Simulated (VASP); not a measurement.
# SiC (F-43m) in VASP: notebook, part 2 of 2

VASP 6.6.1. Earlier steps stand in the parts before.

## Step 3: Optical spectrum, LDA

Input file INCAR:

```
PREC     = Accurate       # precision mode
ENCUT    = 520            # plane-wave cutoff, eV
EDIFF    = 1E-7           # SCF threshold, eV
ISMEAR   = 0              # smearing method
SIGMA    = 0.02           # smearing width, eV
LREAL    = F              # projectors in reciprocal space
LASPH    = T              # aspherical terms in the spheres
NELM     = 80             # most SCF steps
ALGO     = Fast           # electronic algorithm
ISIF     = 2              # what is computed and relaxed
LWAVE    = F              # write WAVECAR
LCHARG   = F              # write CHGCAR
LOPTICS  = T              # frequency-dependent dielectric function
NBANDS   = 36             # bands
NEDOS    = 2000           # points of the DOS
CSHIFT   = 0.1
```

Input file KPOINTS:

```
Automatic mesh
0
Gamma
  18 18 18
```

Input file POSCAR:

```
SiC                                     
1.0
    0.0000000000      2.1657835622      2.1657835622
    2.1657835622      0.0000000000      2.1657835622
    2.1657835622      2.1657835622      0.0000000000
  Si              C             
     1     1
Direct
     0.0000000000000000    0.0000000000000000    0.0000000000000000
     0.2500000000000000    0.2500000000000000    0.2500000000000000
```

Potentials or basis: VASP PAW LDA potentials, release 64 (Si, C).

The run is started by

```bash
cat potpaw_LDA.64/Si/POTCAR potpaw_LDA.64/C/POTCAR > POTCAR
mpirun -np 1 vasp_std > vasp.out
```

OUTCAR:

```text
PREC = Accurate
   ENCUT = 520
   EDIFF = 1E-7
   ISMEAR = 0
   LREAL = F
   LASPH = T
   NELM = 80
   ISIF = 2

 ion  position               nearest neighbor table
   1  0.000  0.000  0.000-   2 1.88   2 1.88   2 1.88   2 1.88
   2  0.250  0.250  0.250-   1 1.88   1 1.88   1 1.88   1 1.88

  LATTYP: Found a face centered cubic cell.
 ALAT       =     4.3315671244
[... 798 lines left out ...]
     3.09094     8.72150     8.72150     8.72150     0.00000     0.00000    -0.00000
     4.12125    10.82403    10.82403    10.82403     0.00000     0.00000    -0.00000
     5.15156    14.45961    14.45961    14.45961     0.00000     0.00000    -0.00000
[... 92 lines left out ...]
   100.97060     0.94809     0.94809     0.94809    -0.00000    -0.00000     0.00000
   102.00091     0.94920     0.94920     0.94920    -0.00000    -0.00000     0.00000

  frequency dependent IMAGINARY DIELECTRIC FUNCTION (independent particle, no local field effects) current-current
     E(ev)      X         Y         Z        XY        YZ        ZX
  --------------------------------------------------------------------------------------------------------------
     0.00000    24.28682    24.28682    24.28682     0.00000    -0.00000     0.00000
     1.03031     1.26488     1.26488     1.26488     0.00000    -0.00000     0.00000
     2.06062     0.72149     0.72149     0.72149     0.00000    -0.00000     0.00000
     3.09094     0.62439     0.62439     0.62439     0.00000    -0.00000     0.00000
     4.12125     0.82872     0.82872     0.82872     0.00000    -0.00000     0.00000
     5.15156     5.40671     5.40671     5.40671     0.00000    -0.00000     0.00000
[... 92 lines left out ...]
   100.97060     0.00001     0.00001     0.00001    -0.00000    -0.00000     0.00000
   102.00091     0.00001     0.00001     0.00001    -0.00000    -0.00000     0.00000

  frequency dependent      REAL DIELECTRIC FUNCTION (independent particle, no local field effects) current-current
     E(ev)        X           Y           Z          XY          YZ          ZX
  --------------------------------------------------------------------------------------------------------------
     0.00000     7.25070     7.25070     7.25070    -0.00000    -0.00000    -0.00000
     1.03031     7.37896     7.37896     7.37896    -0.00000    -0.00000    -0.00000
     2.06062     7.80701     7.80701     7.80701    -0.00000    -0.00000    -0.00000
     3.09094     8.71243     8.71243     8.71243    -0.00000    -0.00000    -0.00000
     4.12125    10.80594    10.80594    10.80594    -0.00000    -0.00000    -0.00000
     5.15156    14.26625    14.26625    14.26625    -0.00000    -0.00000    -0.00000
[... 92 lines left out ...]
   100.97060     0.94809     0.94809     0.94809    -0.00000     0.00000     0.00000
   102.00091     0.94920     0.94920     0.94920    -0.00000     0.00000     0.00000
```

OSZICAR:

```text
N       E                     dE             d eps       ncg     rms          rms(c)
DAV:   1     0.143759686060E+02    0.14376E+02   -0.30887E+03 14256   0.189E+02
DAV:   2    -0.180505414447E+02   -0.32427E+02   -0.31026E+02 17708   0.648E+01
DAV:   3    -0.187323192185E+02   -0.68178E+00   -0.67727E+00 17216   0.735E+00
DAV:   4    -0.187332726701E+02   -0.95345E-03   -0.95338E-03 16540   0.301E-01
DAV:   5    -0.187332739484E+02   -0.12783E-05   -0.12783E-05 16724   0.101E-02    0.926E+00
RMM:   6    -0.167537264387E+02    0.19795E+01   -0.69748E-02 14125   0.670E-01    0.366E+00
RMM:   7    -0.166626932698E+02    0.91033E-01   -0.25896E-03 15120   0.143E-01    0.192E+00
RMM:   8    -0.166427686808E+02    0.19925E-01   -0.44388E-03 16473   0.190E-01    0.163E-01
RMM:   9    -0.166427304330E+02    0.38248E-04   -0.17468E-04 16790   0.428E-02    0.825E-02
RMM:  10    -0.166427287068E+02    0.17262E-05   -0.84915E-06 16950   0.893E-03    0.337E-02
RMM:  11    -0.166427304315E+02   -0.17246E-05   -0.20302E-06 16977   0.419E-03    0.635E-03
RMM:  12    -0.166427302928E+02    0.13863E-06   -0.10492E-07 16730   0.967E-04    0.141E-03
RMM:  13    -0.166427302948E+02   -0.19995E-08   -0.73706E-09 13672   0.251E-04
   1 F= -.16642730E+02 E0= -.16642730E+02  d E =-.411723E-13
 imaginary and real dielectric function
```

Wall time 2.1 min (1 thread of AMD EPYC 7R13 (Zen 3), shared host); peak memory 0.21 GiB.

What came out:

| Property | Result |
| --- | --- |
| Free energy | -16.6427 eV |
| Pressure | 0.0 GPa |
| Band gap on the k mesh | 1.29 eV, indirect (least direct gap 4.52 eV) |

Levels at points of the mesh, in eV from the valence-band top:
```csv
k point,band 2,band 3,band 4,band 5,band 6,band 7
"(0.00, 0.00, 0.00)",0.00,0.00,0.00,6.51,7.32,7.32
"(0.50, 0.00, 0.00)",-8.66,-1.06,-1.06,5.56,7.20,7.20
"(0.50, 0.50, 0.00)",-7.87,-3.23,-3.23,1.29,4.25,14.04
```

Dielectric function (mean over the directions given):
| energy (eV) | real part | imaginary part |
| --- | --- | --- |
| 0.26 | 7.26 | 0.01 |
| 0.72 | 7.32 | 0.02 |
| 1.24 | 7.44 | 0.03 |
| 1.75 | 7.65 | 0.05 |
| 2.27 | 7.95 | 0.07 |
| 2.78 | 8.38 | 0.10 |
| 3.25 | 8.93 | 0.14 |
| 3.76 | 9.83 | 0.22 |
| 4.28 | 11.43 | 0.47 |
| 4.79 | 13.44 | 2.31 |
| 5.31 | 14.46 | 5.40 |
| 5.82 | 15.01 | 9.22 |
| 6.28 | 13.17 | 13.77 |
| 6.80 | 7.94 | 21.41 |
| 7.32 | -1.04 | 12.51 |
| 7.83 | 0.19 | 9.59 |
| 8.35 | -2.43 | 13.93 |
| 8.81 | -3.85 | 11.29 |
| 9.32 | -6.03 | 8.42 |
| 9.84 | -4.82 | 7.07 |
| 10.35 | -5.09 | 4.16 |
| 10.87 | -2.85 | 4.73 |
| 11.38 | -4.34 | 3.49 |
| 11.85 | -3.00 | 2.48 |
| 12.36 | -2.43 | 2.16 |
| 12.88 | -2.37 | 2.20 |
| 13.39 | -2.45 | 1.75 |
| 13.91 | -1.76 | 1.44 |
| 14.37 | -1.81 | 1.29 |
| 14.89 | -1.57 | 1.26 |
| 15.40 | -1.50 | 1.08 |
| 15.92 | -1.52 | 0.81 |
| 16.43 | -1.20 | 0.73 |
| 16.95 | -1.03 | 0.62 |
| 17.41 | -0.90 | 0.49 |
| 17.93 | -0.71 | 0.48 |
| 18.44 | -0.64 | 0.42 |
| 18.96 | -0.61 | 0.39 |
| 19.47 | -0.46 | 0.31 |
| 19.99 | -0.32 | 0.23 |

Caveat: independent-particle spectra lack excitons.

## Step 4: Born charges and dielectric tensor, LDA

Edit INCAR of step 3 so:

```diff
@@ -2,3 +2,3 @@
 ENCUT    = 520            # plane-wave cutoff, eV
-EDIFF    = 1E-7           # SCF threshold, eV
+EDIFF    = 1E-8           # SCF threshold, eV
 ISMEAR   = 0              # smearing method
@@ -12,5 +12,4 @@
 LCHARG   = F              # write CHGCAR
-LOPTICS  = T              # frequency-dependent dielectric function
-NBANDS   = 36             # bands
-NEDOS    = 2000           # points of the DOS
-CSHIFT   = 0.1
+LEPSILON = T              # dielectric tensor by DFPT
+IBRION   = 8              # ionic algorithm
+NSW      = 1              # ionic steps
```

Input file KPOINTS:

```
Automatic mesh
0
Gamma
  12 12 12
```

POSCAR is that of step 3.

Potentials or basis: VASP PAW LDA potentials, release 64 (Si, C).

The run is started by

```bash
cat potpaw_LDA.64/Si/POTCAR potpaw_LDA.64/C/POTCAR > POTCAR
mpirun -np 1 vasp_std > vasp.out
```

OUTCAR:

```text
PREC = Accurate
   ENCUT = 520
   EDIFF = 1E-8
   ISMEAR = 0
   LREAL = F
   LASPH = T
   NELM = 80
   ISIF = 2
   LEPSILON = T
   IBRION = 8
   NSW = 1

 ion  position               nearest neighbor table
   1  0.000  0.000  0.000-   2 1.88   2 1.88   2 1.88   2 1.88
   2  0.250  0.250  0.250-   1 1.88   1 1.88   1 1.88   1 1.88

  LATTYP: Found a face centered cubic cell.
 ALAT       =     4.3315671244

  Lattice vectors:

 A1 = (   0.0000000000,   2.1657835622,   2.1657835622)
 A2 = (   2.1657835622,   0.0000000000,   2.1657835622)
 A3 = (   2.1657835622,   2.1657835622,   0.0000000000)

Analysis of symmetry for initial positions (statically):
=====================================================================
 Subroutine PRICEL returns:
 Original cell was already a primitive cell.

 Routine SETGRP: Setting up the symmetry group for a
 face centered cubic supercell.
[... 564 lines left out ...]

 SECOND DERIVATIVES (NOT SYMMETRIZED)
 ------------------------------------
               1X          1Y          1Z          2X          2Y          2Z
  1X   -19.609435    0.000000    0.000000   19.609435    0.000000    0.000000
  1Y     0.000000  -19.609435    0.000000    0.000000   19.609435    0.000000
  1Z     0.000000    0.000000  -19.609435    0.000000    0.000000   19.609435
  2X    19.607091    0.000000    0.000000  -19.607091    0.000000    0.000000
  2Y     0.000000   19.607091    0.000000    0.000000  -19.607091    0.000000
  2Z     0.000000    0.000000   19.607091    0.000000    0.000000  -19.607091

 Eigenvectors and eigenvalues of the dynamical matrix
 ----------------------------------------------------

   1 f  =   23.866504 THz   149.957668 2PiTHz  796.100886 cm-1    98.703886 meV
             X         Y         Z           dx          dy          dz
      0.000000  0.000000  0.000000    -0.547340    0.000000    0.000000
      1.082892  1.082892  1.082892     0.836910   -0.000000    0.000000
[... 21 lines left out ...]
   6 f/i=    0.000654 THz     0.004107 2PiTHz    0.021802 cm-1     0.002703 meV
             X         Y         Z           dx          dy          dz
      0.000000  0.000000  0.000000     0.010790   -0.691204   -0.471740
      1.082892  1.082892  1.082892     0.007057   -0.452048   -0.308519

--------------------------------------------------------------------------------------------------------

 MACROSCOPIC STATIC DIELECTRIC TENSOR IONIC CONTRIBUTION
 ------------------------------------------------------
           3.343160     0.000000     0.000000
           0.000000     3.343160     0.000000
           0.000000     0.000000     3.343160
 ------------------------------------------------------

 ELASTIC MODULI CONTR FROM IONIC RELAXATION (kBar)
 Direction    XX          YY          ZZ          XY          YZ          ZX
 --------------------------------------------------------------------------------
 XX          -0.0000      0.0000      0.0000     -0.0000      0.0000      0.0000
 YY           0.0000     -0.0000     -0.0000     -0.0000     -0.0000      0.0000
 ZZ           0.0000     -0.0000     -0.0000      0.0000     -0.0000      0.0000
 XY          -0.0000     -0.0000      0.0000   -273.1280      0.0000      0.0000
 YZ           0.0000     -0.0000     -0.0000      0.0000   -273.1280      0.0000
 ZX           0.0000      0.0000      0.0000      0.0000      0.0000   -273.1280
 --------------------------------------------------------------------------------

 PIEZOELECTRIC TENSOR IONIC CONTR  for field in x, y, z        (C/m^2)
          XX          YY          ZZ          XY          YZ          ZX
  --------------------------------------------------------------------------------
  x    -0.00000     0.00000     0.00000     0.00000     0.89915     0.00000
  y    -0.00000    -0.00000    -0.00000     0.00000     0.00000     0.89915
  z     0.00000     0.00000    -0.00000     0.89915    -0.00000    -0.00000
```

OSZICAR:

```text
N       E                     dE             d eps       ncg     rms          rms(c)
DAV:   1     0.262426111963E+01    0.26243E+01   -0.42022E+03  1208   0.849E+02
DAV:   2    -0.183841331864E+02   -0.21008E+02   -0.19501E+02  1672   0.107E+02
DAV:   3    -0.187320736250E+02   -0.34794E+00   -0.34794E+00  1336   0.171E+01
[... 12 lines left out ...]
RMM:   6    -0.124507637724E+00   -0.16783E-04   -0.38411E-07  7566   0.427E-03    0.881E-04
RMM:   7    -0.124502359156E+00    0.52786E-05   -0.37061E-09  7813   0.853E-04    0.149E-04
RMM:   8    -0.124503583819E+00   -0.12247E-05   -0.13394E-08  7822   0.251E-04    0.344E-05
RMM:   9    -0.124503508929E+00    0.74890E-07   -0.14926E-08  8270   0.773E-05    0.588E-06
RMM:  10    -0.124503551508E+00   -0.42579E-07   -0.76000E-09  8398   0.470E-05    0.229E-06
RMM:  11    -0.124503547239E+00    0.42688E-08   -0.43447E-08  8509   0.419E-05    0.373E-07
 Linear response finished
```

stdout:

```text
POSCAR found type information on POSCAR SiC
 POSCAR found :  2 types and       2 ions
 scaLAPACK will be used
 LDA part: xc-table for (Slater(with rela. corr.)+CA(PZ))
 , standard interpolation
 POSCAR, INCAR and KPOINTS ok, starting setup
 FFT: planning ... GRIDC
 FFT: planning ... GRID_SOFT
 FFT: planning ... GRID
[... 24 lines left out ...]
 Linear response to external field, progress :
  Direction:   3
 dielectric tensor                  component  3 :     0.929     1.508     6.946
 Linear response DOF=           2
 Linear response progress:
 first order change of Fermi-energy   0.39871E-03
 force on displaced ion       1 direction 1 : -19.609   0.000   0.000
 Born effective charge ion    1 direction 1 :   2.713   0.000   0.000
 Linear response progress:
 first order change of Fermi-energy   0.31059E-02
 force on displaced ion       2 direction 1 : -19.607  -0.000  -0.000
 Born effective charge ion    2 direction 1 :  -2.714   0.000   0.000
 Born effective charges drift removed
 Linear response finished
```

Run time: 4.3 min. Hardware: 1 thread of AMD EPYC 7R13 (Zen 3), shared host; peak memory 0.21 GiB.

Results:

```
Band gap on the k mesh                                  : 1.29 eV, indirect (least direct gap 4.52 eV)
Electronic dielectric tensor (diagonal)                 : 6.95
Born charges (mean of the diagonal)                     : Si +2.71; C -2.71 e
Highest phonon frequency at Γ, LO-TO splitting left out : 796 cm⁻¹
```

Phonon frequencies in cm⁻¹ (negative: imaginary):
```tsv
q point	frequencies
(0.000, 0.000, 0.000)	0 0 0 796 796 796
```

Electronic dielectric tensor:
```
6.95 0.00 0.00
0.00 6.95 0.00
0.00 0.00 6.95
```

Born effective charge tensors (e):
atom 1, Si
```
2.71 0.00 0.00
0.00 2.71 0.00
0.00 0.00 2.71
```
atom 2, C
```
-2.71  0.00  0.00
 0.00 -2.71  0.00
 0.00  0.00 -2.71
```

## Step 5: Summary

| task | k mesh | gap on the mesh (eV) |
| --- | --- | --- |
| band structure | 12 × 12 × 12 | 1.29 |
| optical spectrum | 18 × 18 × 18 | 1.29 |
| Born charges and dielectric tensor | 12 × 12 × 12 | 1.29 |

Alike in all rows: level LDA; potentials or basis VASP PAW LDA potentials, release 64 (Si, C); no spin polarisation; cell as given; cutoff (eV) 520; smearing gaussian 0.02 eV.

On the cell as given the gap runs from 1.29 eV (LDA) to 1.29 eV (LDA); the meshes differ, which moves gaps too.

Caveats: independent-particle spectra lack excitons (some runs).

Total energies depend on the potentials used, so only differences within one code and one set of settings carry meaning.

## Step 6: Against experiment

Step 2. Measured gap of SiC: 2.4 eV (indirect; quoted in “Insight into the structural, elastic and electronic properties of a new orthorhombic 6O-SiC polytype”, 2020, pmc:7200658). This calculation gives 1.29 eV (-1.11 eV). The value is that of LDA, without temperature or zero-point motion. Semilocal functionals fall short of measured gaps as a rule.

Step 3. A measured gap of SiC is 2.4 eV (indirect; quoted in “Insight into the structural, elastic and electronic properties of a new orthorhombic 6O-SiC polytype”, 2020, pmc:7200658); the calculated 1.29 eV misses it by -1.11 eV. The value is that of LDA on a finite k mesh, which can miss the band edges, without temperature or zero-point motion. Semilocal functionals fall short of measured gaps as a rule.

Step 4. A measured gap of SiC is 2.4 eV (indirect; quoted in “Insight into the structural, elastic and electronic properties of a new orthorhombic 6O-SiC polytype”, 2020, pmc:7200658); the calculated 1.29 eV misses it by -1.11 eV. The value is that of LDA on a finite k mesh, which can miss the band edges, without temperature or zero-point motion. Semilocal functionals fall short of measured gaps as a rule. Against the measured high-frequency dielectric constant of SiC, 6.49 (quoted in “Infrared properties of SiC particles”, 1999, arxiv:astro-ph/9903031), the calculated 6.95 is off by +7.0 %.
